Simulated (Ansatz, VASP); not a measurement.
**Sb (Antimony): VASP beside Ansatz**

Wanted: the spread between two codes on one cell, functional and k mesh. The cell is taken from a series of runs on this material, whose earlier steps may have relaxed, scaled, displaced or heated it; both programs get it as it stands.

Main program and level: Ansatz 0.2.0; plane waves, with VASP 6.6.1 beside it; zone-centre phonons at PBEsol.

## Step 1: Starting point

Symmetry: R-3m, No. 166, trigonal system. The conventional cell has a = 4.241 Å, b = 4.241 Å, c = 10.576 Å, α = 90.00°, β = 90.00°, γ = 120.00°. Nearest to Sb lie 6 Sb at 2.90 to 3.15 Å.

Structure file:

```cif
data_structure
_symmetry_space_group_name_H-M 'R-3m:H'
_symmetry_Int_Tables_number 166
_cell_length_a 4.2407
_cell_length_b 4.2407
_cell_length_c 10.5765
_cell_angle_alpha 90.000
_cell_angle_beta 90.000
_cell_angle_gamma 120.000
_cell_volume 164.72
loop_
_atom_site_label
_atom_site_type_symbol
_atom_site_symmetry_multiplicity
_atom_site_Wyckoff_symbol
_atom_site_fract_x
_atom_site_fract_y
_atom_site_fract_z
_atom_site_occupancy
Sb1 Sb 6 c 0.33333 0.66667 0.90668 1
```

## Step 2: VASP: zone-centre phonons, PBEsol

Second derivatives magnify differences that forces hide, and they need a tight electronic threshold.

Lines of VASP's logs that name or quote its potential files are left out, and so is its time.

File INCAR:

```
SYSTEM = Sb
PREC = Accurate
ENCUT = 500
EDIFF = 1E-08
NELM = 120
ISMEAR = 1
SIGMA = 0.2
LREAL = .FALSE.
ALGO = Normal
GGA = PS
NBANDS = 11
LORBIT = 11
LWAVE = .FALSE.
LCHARG = .FALSE.
ISIF = 2
IBRION = 8
LASPH = .TRUE.
GGA_COMPAT = .FALSE.
KPAR = 2
```

File POSCAR:

```
Sb
1.0
    2.1203339145      1.2241753563      3.5254900383
   -2.1203339145      1.2241753563      3.5254900383
    0.0000000000     -2.4483507127      3.5254900383
Sb
2
Direct
    0.2400089523      0.2400089523      0.2400089523
    0.7599910477      0.7599910477      0.7599910477
```

File KPOINTS:

```
Automatic mesh
0
Gamma
12 12 12
0 0 0
```

Potentials, in the order of the species: Sb (PBE family, release 64).

On the command line:

```sh
$ mpirun -np 2 vasp_std
```

Numbers of over 12 decimals in the logs are rounded to 6 here.

Log:

```text
[banner, memory and clock lines left out]
running    2 mpi-ranks, on    1 nodes
 distrk:  each k-point on    1 cores,    2 groups
 distr:  one band on    1 cores,    1 groups

 POSCAR found type information on POSCAR Sb
 POSCAR found :  1 types and       2 ions
|                                                                             |
|               ----> ADVICE to this user running VASP <----                  |
|                                                                             |
|     You enforced a specific xc type in the INCAR file but a different       |
|     [... a line on the potential file left out ...]
|     I HOPE YOU KNOW WHAT YOU ARE DOING!                                     |
|                                                                             |

 LDA part: xc-table for (Slater+PW92), standard interpolation
 POSCAR, INCAR and KPOINTS ok, starting setup
 FFT: planning ... GRIDC
 FFT: planning ... GRID_SOFT
 FFT: planning ... GRID
 WAVECAR not read
 entering main loop
       N       E                     dE             d eps       ncg     rms          rms(c)
DAV:   1     0.355977957087E+02    0.35598E+02   -0.35973E+03  4158   0.701E+02
DAV:   2    -0.714906363479E+01   -0.42747E+02   -0.41577E+02  5499   0.115E+02
DAV:   3    -0.904517485914E+01   -0.18961E+01   -0.18607E+01  5062   0.270E+01
DAV:   4    -0.906890917424E+01   -0.23734E-01   -0.23717E-01  4704   0.303E+00
DAV:   5    -0.906911321263E+01   -0.20404E-03   -0.20404E-03  4792   0.359E-01    0.320E+00
DAV:   6    -0.905985309552E+01    0.92601E-02   -0.16645E-03  4712   0.255E-01    0.193E+00
DAV:   7    -0.905430173909E+01    0.55514E-02   -0.40499E-03  4548   0.391E-01    0.528E-02
DAV:   8    -0.905432568753E+01   -0.23948E-04   -0.89940E-05  4677   0.678E-02    0.146E-02
DAV:   9    -0.905433009849E+01   -0.44110E-05   -0.90434E-06  4736   0.194E-02    0.498E-03
DAV:  10    -0.905432972336E+01    0.37513E-06   -0.87179E-07  4707   0.541E-03    0.140E-03
DAV:  11    -0.905432993496E+01   -0.21160E-06   -0.10331E-07  4713   0.182E-03    0.413E-04
DAV:  12    -0.905432996032E+01   -0.25362E-07   -0.75164E-09  2862   0.511E-04    0.870E-05
DAV:  13    -0.905432996428E+01   -0.39600E-08   -0.11059E-09  2364   0.240E-04
   1 F= -.90543300E+01 E0= -.90548229E+01  d E =0.147879E-02
 Linear response reoptimize wavefunctions to high precision
DAV:   1    -0.905432996671E+01   -0.24322E-08   -0.11141E-10  2775   0.862E-05
DAV:   2    -0.905432996672E+01   -0.36380E-11   -0.15438E-11  2256   0.347E-05
 Linear response DOF=           2
 Linear response progress:
  Degree of freedom:   1/  2
       N       E                     dE             d eps       ncg     rms          rms(c)
RMM:   1    -0.251743121657E-01   -0.25174E-01    0.21996E-02 38760   0.122E+00
RMM:   2    -0.247307659202E-01    0.44355E-03   -0.16738E-03 30301   0.248E-01    0.532E-02
RMM:   3    -0.247555719309E-01   -0.24806E-04   -0.47644E-05 31550   0.395E-02    0.319E-02
RMM:   4    -0.248618427551E-01   -0.10627E-03   -0.37571E-05 31498   0.228E-02    0.226E-03
RMM:   5    -0.248694521720E-01   -0.76094E-05   -0.27628E-06 32418   0.386E-03    0.997E-04
RMM:   6    -0.248715766215E-01   -0.21244E-05    0.43717E-07 31745   0.922E-04    0.299E-04
RMM:   7    -0.248706738044E-01    0.90282E-06    0.30249E-07 32868   0.207E-04    0.827E-05
RMM:   8    -0.248707482320E-01   -0.74428E-07    0.92169E-09 33348   0.505E-05    0.198E-05
RMM:   9    -0.248707643337E-01   -0.16102E-07    0.77774E-09 33217   0.180E-05    0.119E-06
RMM:  10    -0.248707605715E-01    0.37622E-08   -0.17106E-09 32018   0.479E-06    0.716E-07
 first order change of Fermi-energy  -0.89466E-05
 force on displaced ion       1 direction 1 :  -1.613  -0.000   0.000
 Linear response progress:
  Degree of freedom:   2/  2
       N       E                     dE             d eps       ncg     rms          rms(c)
RMM:   1    -0.258668761031E-01   -0.25867E-01    0.15277E-02  8173   0.122E+00
RMM:   2    -0.246180167430E-01    0.12489E-02   -0.16672E-03  6556   0.256E-01    0.501E-02
RMM:   3    -0.245744802170E-01    0.43537E-04   -0.34386E-05  6871   0.414E-02    0.304E-02
RMM:   4    -0.245808552854E-01   -0.63751E-05   -0.20411E-05  6701   0.241E-02    0.579E-03
RMM:   5    -0.246000838357E-01   -0.19229E-04   -0.72670E-07  6968   0.495E-03    0.192E-03
RMM:   6    -0.246025545836E-01   -0.24707E-05   -0.29336E-08  6962   0.911E-04    0.710E-04
RMM:   7    -0.246013864286E-01    0.11682E-05    0.70378E-09  7043   0.257E-04    0.116E-04
RMM:   8    -0.246014149206E-01   -0.28492E-07    0.94852E-10  7148   0.420E-05    0.238E-05
RMM:   9    -0.246014067199E-01    0.82007E-08   -0.11889E-09  7213   0.151E-05    0.113E-05
 first order change of Fermi-energy  -0.11806E+01
 force on displaced ion       1 direction 3 :   0.000   0.000  -3.642
 Linear response finished
```

Parts of OUTCAR (step 2):

```text
ion  position               nearest neighbor table
   1  0.240  0.240  0.240-   2 2.90   2 2.90   2 2.90   2 3.15   2 3.15   2 3.15
   2  0.760  0.760  0.760-   1 2.90   1 2.90   1 2.90   1 3.15   1 3.15   1 3.15

  LATTYP: Found a trigonal (rhomboedric) cell.
 ALAT       =     4.2922606191
 COS(alpha) =     0.5119477178

 Subroutine GETGRP returns: Found 12 space group operations
 (whereof 12 operations were pure point group operations)

The static configuration has the point symmetry D_3d.

 Found    189 irreducible k-points:

   k-points           NKPTS =    189   k-points in BZ     NKDIM =    189   number of bands    NBANDS=     11

   dimension x,y,z NGX =    32 NGY =   32 NGZ =   32
   dimension x,y,z NGXF=    64 NGYF=   64 NGZF=   64

   ENCUT  =  500.0 eV  36.75 Ry    6.06 a.u.   7.83  7.83  7.83*2*pi/ulx,y,z

   NELECT =      10.0000    total number of electrons

 k-points in reciprocal lattice and weights: Automatic mesh
   0.00000000  0.00000000  0.00000000       0.001
   0.08333333 -0.00000000 -0.00000000       0.003
   0.16666667 -0.00000000 -0.00000000       0.003
   0.25000000 -0.00000000 -0.00000000       0.003
   0.33333333 -0.00000000 -0.00000000       0.003
   0.41666667 -0.00000000  0.00000000       0.003
   0.50000000 -0.00000000 -0.00000000       0.002
   0.08333333  0.08333333 -0.00000000       0.003
   0.16666667  0.08333333 -0.00000000       0.007
[...]
-0.41666667  0.50000000  0.41666667       0.003
   0.50000000  0.50000000  0.50000000       0.001

 average (electrostatic) potential at core
       1 -84.5420       2 -84.5420

  Total        1.6231925      1.6231925      1.6081300      0.0000000     -0.0000000      0.0000000
  in kB       47.3654842     47.3654842     46.9259530      0.0000000     -0.0000000      0.0000000
  external PRESSURE =      47.2189738 kB  Pullay stress =       0.0000000 kB

  energy-cutoff  :      500.00
  volume of cell :       54.91
      direct lattice vectors                 reciprocal lattice vectors
     2.120333915  1.224175356  3.525490038     0.235811915  0.136146072  0.094549504
    -2.120333915  1.224175356  3.525490038    -0.235811915  0.136146072  0.094549504
     0.000000000 -2.448350713  3.525490038     0.000000000 -0.272292145  0.094549504

 POSITION                                       TOTAL-FORCE (eV/Angst)
 -----------------------------------------------------------------------------------
      0.00000     -0.00000      2.53845         0.000000     -0.000000      0.044971
      0.00000     -0.00000      8.03802         0.000000      0.000000     -0.044971
 -----------------------------------------------------------------------------------
    total drift:                               -0.000000      0.000000     -0.000000

 Eigenvectors and eigenvalues of the dynamical matrix
 ----------------------------------------------------

   1 f  =    3.823629 THz    24.024569 2PiTHz  127.542529 cm-1    15.813251 meV
             X         Y         Z           dx          dy          dz
      0.000000 -0.000000  2.538448     0.000000    0.000000   -0.707107
      0.000000 -0.000000  8.038023    -0.000000   -0.000000    0.707107

   2 f  =    2.544795 THz    15.989421 2PiTHz   84.885238 cm-1    10.524423 meV
             X         Y         Z           dx          dy          dz
      0.000000 -0.000000  2.538448     0.000000    0.707107    0.000000
      0.000000 -0.000000  8.038023    -0.000000   -0.707107   -0.000000

   3 f  =    2.544795 THz    15.989421 2PiTHz   84.885238 cm-1    10.524423 meV
             X         Y         Z           dx          dy          dz
      0.000000 -0.000000  2.538448     0.707107    0.000000    0.000000
      0.000000 -0.000000  8.038023    -0.707107   -0.000000    0.000000

   4 f  =    0.000000 THz     0.000000 2PiTHz    0.000001 cm-1     0.000000 meV
             X         Y         Z           dx          dy          dz
      0.000000 -0.000000  2.538448     0.000073    0.707107   -0.000000
      0.000000 -0.000000  8.038023     0.000073    0.707107   -0.000000

   5 f/i=    0.000000 THz     0.000000 2PiTHz    0.000001 cm-1     0.000000 meV
             X         Y         Z           dx          dy          dz
      0.000000 -0.000000  2.538448     0.707107   -0.000073    0.000000
      0.000000 -0.000000  8.038023     0.707107   -0.000073    0.000000

   6 f/i=    0.000000 THz     0.000000 2PiTHz    0.000002 cm-1     0.000000 meV
             X         Y         Z           dx          dy          dz
      0.000000 -0.000000  2.538448    -0.000000    0.000000    0.707107
      0.000000 -0.000000  8.038023    -0.000000    0.000000    0.707107

 ELASTIC MODULI CONTR FROM IONIC RELAXATION (kBar)
 Direction    XX          YY          ZZ          XY          YZ          ZX
 --------------------------------------------------------------------------------
 XX        -136.0378   -100.2053   -139.7248      0.0000     39.0151     -0.0000
 YY        -100.2053   -136.0378   -139.7248     -0.0000    -39.0151      0.0000
 ZZ        -139.7248   -139.7248   -165.2791      0.0000      0.0000     -0.0000
 XY           0.0000     -0.0000      0.0000    -17.9162     -0.0000     35.4902
 YZ          39.0151    -39.0151      0.0000     -0.0000    -84.9608      0.0000
 ZX          -0.0000      0.0000     -0.0000     35.4902      0.0000    -70.3023
 --------------------------------------------------------------------------------
```

## Step 3: Ansatz: zone-centre phonons, PBEsol

Ansatz runs on its PAW soft_1 files.

The same cell, functional, mesh and smearing now go to Ansatz, which takes its cutoff from its data sets.

File input.yaml:

```yaml
crystal:
  lattice:
    - [2.1203339145, 1.2241753563, 3.5254900383]
    - [-2.1203339145, 1.2241753563, 3.5254900383]
    - [0.0, -2.4483507127, 3.5254900383]
  atoms:
    - { symbol: Sb, position: [0.2400089523, 0.2400089523, 0.2400089523] }
    - { symbol: Sb, position: [0.7599910477, 0.7599910477, 0.7599910477] }
kpoints:
  mp_grid: { grid: [12, 12, 12] }
hamiltonian:
  xc: pbesol
  pseudopotentials: { kind: paw, azcp: { folder: soft_1 }, xc_functional: pbe }
scf:
  occupations: { method: methfessel_paxton, width: 0.2 }
output:
  eigenvalues: true
phonons:
  method: dfpt
```

On the command line:

```sh
$ ansatz run input.yaml --threads 4 --pin off --max-ram 10240MiB --backend cpu --events-out ev --progress --plain --runs-dir out
```

Log:

```text
Engine: ansatz 0.2.0, x86_64-unknown-linux-gnu
Pseudopotentials: kind: paw
Pseudopotential: Sb, paw, valence charge 15, recommended cutoff 420 eV (normal), soft_1/Sb.paw.azcp
Functional definition: PBEsol
  exchange = pbesol_x
  correlation = pbesol_c
Crystal: 2 atoms, lattice volume = 54.906 Å³
Basis set: ecut = 420 eV, 1067 PW (Γ), exchange–correlation on 60×60×60 points (8 copies of the dense FFT grid, shifted against one another)
Bands: 19, of which v1, the nominal top of the filled ones, is band 15 counted from 1 (14 counted from 0)
Symmetry: 12 space group operations
k-points: 476 of 1728 (irreducible under 2 space group operations, time reversal used)
Non-local potential: Sb, projectors of the file, l = 0: 2, l = 1: 2, l = 2: 2, l = 3: 1
PAW form: soft (Blöchl's): semilocal exchange-correlation on the pseudo side does not see the compensation charge
PAW frozen core: Sb, regenerated for the run's functional, and the local potential with it (the file was generated under x = pbe(κ = 0.804, μ = 0.219515), c = pbe(β = 0.066725))
PAW one-centre angular grid: Sb, 590 points (default); XC on 64 Gauss nodes
Initial density: superposition of atomic densities (chi_scale 0.1, normalization cell)
Initial wavefunctions: pseudopotential atomic-orbital guess
Functional: x = pbesol(κ = 0.804, μ = 0.123457), c = pbesol(β = 0.046)
SCF iter   1: F=—  HF=-12816.273074 eV  |F-HF|=—  |Δ(HF+E_count)|=         —  Δρ=1.50e-2  dr2=9.19e-2  ethr=3.10e-3  ⟨swp⟩=5.9  Hψ=46760  notcnv=0
preconditioner: auto → Kerker (q_TF=auto, 2.467 Å⁻¹)  [metal: Δε(μ)=0.042 eV  Ē_g=9.095 eV  σ=0.200 eV  W_gap=0.18  n_scr=14 (ndim 8)  ℏωp=15.8 eV  f_vac=0.000  D(μ)=0.42/eV (n_scr^D=0)]
SCF iter   2: F=—  HF=-12816.267943 eV  |F-HF|=—  |Δ(HF+E_count)|=   5.13e-3  S|Δr|=    0.00e0  Δρ=9.73e-3  dr2=4.05e-2  ethr=3.06e-4  ⟨swp⟩=1.0  Hψ=12852  notcnv=0
SCF iter   3: F=—  HF=-12816.265217 eV  |F-HF|=—  |Δ(HF+E_count)|=   2.73e-3  S|Δr|=    0.00e0  Δρ=1.20e-3  dr2=1.20e-3  ethr=1.35e-4  ⟨swp⟩=2.0  Hψ=15927  notcnv=0
SCF iter   4: F=—  HF=-12816.265313 eV  |F-HF|=—  |Δ(HF+E_count)|=   9.58e-5  S|Δr|=    0.00e0  Δρ=5.27e-4  dr2=1.36e-4  ethr=3.99e-6  ⟨swp⟩=2.0  Hψ=16196  notcnv=0
SCF iter   5: F=—  HF=-12816.265277 eV  |F-HF|=—  |Δ(HF+E_count)|=   3.58e-5  S|Δr|=    0.00e0  Δρ=2.56e-4  dr2=5.06e-5  ethr=4.52e-7  ⟨swp⟩=2.0  Hψ=16191  notcnv=0
SCF iter   6: F=—  HF=-12816.265270 eV  |F-HF|=—  |Δ(HF+E_count)|=   6.97e-6  S|Δr|=    0.00e0  Δρ=9.28e-5  dr2=5.85e-6  ethr=1.69e-7  ⟨swp⟩=3.0  Hψ=16314  notcnv=0
SCF iter   7: F=—  HF=-12816.265268 eV  |F-HF|=—  |Δ(HF+E_count)|=   1.69e-6  S|Δr|=    0.00e0  Δρ=1.84e-5  dr2=1.89e-7  ethr=1.95e-8  ⟨swp⟩=2.0  Hψ=16154  notcnv=0
SCF iter   8: F=—  HF=-12816.265269 eV  |F-HF|=—  |Δ(HF+E_count)|=   6.53e-7  S|Δr|=    0.00e0  Δρ=1.28e-6  dr2=1.29e-9  ethr=6.30e-10  ⟨swp⟩=2.0  Hψ=16305  notcnv=0
SCF iter   9: F=—  HF=-12816.265269 eV  |F-HF|=—  |Δ(HF+E_count)|=  1.15e-10  S|Δr|=    0.00e0  Δρ=3.57e-7  dr2=9.50e-11  ethr=4.30e-12  ⟨swp⟩=3.0  Hψ=16832  notcnv=0
SCF iter  10: F=-12816.265269 eV  HF=-12816.265269 eV  |F-HF|=7.28e-12  |Δ(HF+E_count)|=  2.18e-11  S|Δr|=    0.00e0  Δρ=7.74e-8  dr2=3.31e-12  ethr=1.00e-12  ⟨swp⟩=6.2  Hψ=42301  notcnv=0
SCF 1 converged in 10 iterations: F = -12816.265269 eV  dr2 = 3.31e-12
  greatest PAW one-centre occupation: 0.996 electrons in one spin orbital (limit 2), on the Sb atom at site 1 (counted from 0), in its partial waves of l = 2
DFPT response loops at Γ: preconditioner auto → Kerker (q_TF=auto, 2.467 Å⁻¹) (partly filled bands, converged f_vac=0.000); β = 1.00, the filter's whole step (`scf.mixing.beta` (0.50) is not read by the response loops under this deck's `scf.mixing.preconditioner`; to damp them name `kerker` or `kerker_dos`, under which they read `scf.mixing.beta`, and type it under 1.00, their step now; both keys bind the ground state too); Broyden in place of MSR1
SCF converged after 10 iterations
Stability not checked: this state was not tested for a lower state beside it, because cold or Methfessel-Paxton smearing, or corrected tetrahedra, fill the levels in a way that the test cannot read (fill_not_monotonic; see scf.lower_state_search)
Free energy (F): -12816.265269 eV
Harris-Foulkes:  -12816.265269 eV  (|F-HF|=7.28e-12)
Internal energy: -12816.266712 eV  (E = F + TS)
E sigma→0 (E₀):  -12816.265630 eV
Entropy (-TS):   0.001443 eV (0.721 meV/atom)
Fermi energy:    11.511612 eV
--- Per-component energies (eV) ---
  E_band       = -294.192565
  E_kinetic    = 328.596322
  E_local      = -2999.564700  (includes V_loc(G=0)·N_el)
  E_nonlocal   = 783.183515
  E_hartree    = 1245.824653
  E_xc         = -197.792579
  E_vxc        = -183.392123  (∫ρ·V_xc dr)
  E_paw        = -8935.562088  (= ΣΔE_a)
  E_vpaw       = -714.665168  (= ΣTr[D̂ρ^β])
  E_aug_tail   = 0.000266  (compensation charges beyond the density's cutoff)
  E_ewald      = -3041.615811
  E_core_change = 0.663710  (= ΣΔE_core)
  E_smearing   = 0.001443  (= −TS)
  E_closure    = -0.000000  (closes the sum)
  Σ components = -12816.265269   (vs F -12816.265269, Δ=0.00e0)
--- Band table (eV; the first three rows and the last of 476) ---
  k-point 0: bands = [... 11 lower, 7.3716, 9.5840, 9.6392, 9.6392, 14.4107, 14.7315, 14.7315, 16.3608]
  k-point 1: bands = [... 11 lower, 6.8367, 9.5996, 9.6412, 9.9790, 14.2142, 14.4205, 14.4822, 16.1127]
  k-point 2: bands = [... 11 lower, 5.7560, 9.6355, 9.6570, 10.5015, 13.6300, 13.7032, 13.8990, 16.0581]
  k-point 475: bands = [... 11 lower, 1.8502, 10.3636, 10.3636, 11.2226, 11.2226, 11.3403, 12.3524, 19.5772]
--- Phonons (Γ-DFPT): 2 representative perturbations + reference, on 476 of 1728 k-points (Σ response iterations 6) ---
  k mesh reduced under 2 symmetry operations, with k and −k counted as one. Each operation leaves every solved perturbation unchanged. A smaller set is not used because it would not reduce the number of displacements times k-points to solve
  ASR residual: 4.210e-5 → 0.000e0 eV/Å²; symmetrization residual: 3.044e-5 eV/Å²
  ASR residual per site (eV/Å²): 4.21e-5 4.21e-5
  Γ frequencies (cm⁻¹): 0.00 0.00 0.00 75.55 75.55 123.77
  non-analytic LO–TO correction: not included (Born effective charges unavailable; polar crystals: no LO–TO splitting at Γ)
```

## Step 4: Comparison

Known differences besides the potentials themselves: the data sets hold 30 valence electrons in Ansatz (on its PAW soft_1 files) and 10 in VASP; the cutoff is 420 eV in Ansatz and 500 eV in VASP; Ansatz makes its cores anew for this functional, VASP keeps those of its PBE data sets. Total energies have different zeros and are not compared.

Both answers:

| quantity | Ansatz | VASP | difference |
| --- | --- | --- | --- |
| optical mode 1 to 2 (cm⁻¹) | 75.5 | 84.9 | -11.00 % |
| optical mode 3 (cm⁻¹) | 123.8 | 127.5 | -2.96 % |

Modes are paired by rising frequency, not by their patterns, so a pair may set unlike modes beside each other; they are those without the splitting of longitudinal modes.

## Step 5: Outcome

| Property | Result |
| --- | --- |
| r.m.s. difference of the optical zone-centre modes, each program's sorted by frequency (zone-centre phonons, PBEsol) | 7.9 cm⁻¹ |
| difference in optical mode 1 to 2 (zone-centre phonons, PBEsol) | -11.0 % |

**Reading.** The r.m.s. difference of the optical zone-centre modes, each program's sorted by frequency is 7.9 cm⁻¹ (zone-centre phonons, PBEsol). The data sets hold unlike numbers of valence electrons (30 in Ansatz and 10 in VASP), so part of the differences comes from the potentials. Among the rows given in per cent, the largest difference of the zone-centre phonons, PBEsol pair is in optical mode 1 to 2, -11.0 %. What causes the difference of the zone-centre phonons, PBEsol pair stays open here. How closely two codes agree says nothing of how well the functional describes the real material.

[Lines on the potential files, build, host, timing and source positions are cut from VASP's logs without a mark.]

[Logs are printed without paths, hosts, clocks, repeated set-up lines and the standing remarks that a program may print on its own settings, such as how far it seeks lower states.]

[Hosts, paths, dates, database ids (printed as entryN), source tags and the programs' standing remarks are cut or masked in the printed files.]
